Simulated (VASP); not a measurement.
```xyz
2
Lattice="3.3795 0.0000 0.0000 0.0000 3.3795 0.0000 0.0000 0.0000 3.3795" Properties=species:S:1:pos:R:3 pbc="T T T"
Ta     0.0000     0.0000     0.0000
Te     1.6898     1.6898     1.6898
```

These are PBEsol GGA, VASP's PBE PAW potentials (set 64) (plane waves; VASP) values and carry that method's errors. Numerical set-up: 400 eV cut-off, Gaussian smearing of 0.050 eV, potentials Ta_pv Te.

Question: Give the energies of bands 5 to 11 at the high-symmetry points, in eV from the Fermi level.

Answer: 
```
band      Γ      X      M      R
----  -----  -----  -----  -----
5     -3.00  -8.89  -6.06  -6.96
6     -3.00  -3.08  -6.06  -6.96
7     -1.45  -3.08  -3.54  -6.96
8     -1.45  -2.13  -0.33   1.55
9     -1.45   1.61  -0.33   1.55
10     1.43   2.84   0.58   1.55
11     1.43   4.33   1.59   3.42
```

It has no gap at this level: it comes out as a metal or semimetal.

The structure was generated: TaTe was put into the CsCl type type (Pm-3m), which need not be its known phase. It was relaxed first, which changed the volume by -40 %. The electron count is odd and the run is not spin-polarised, which forces a metal.
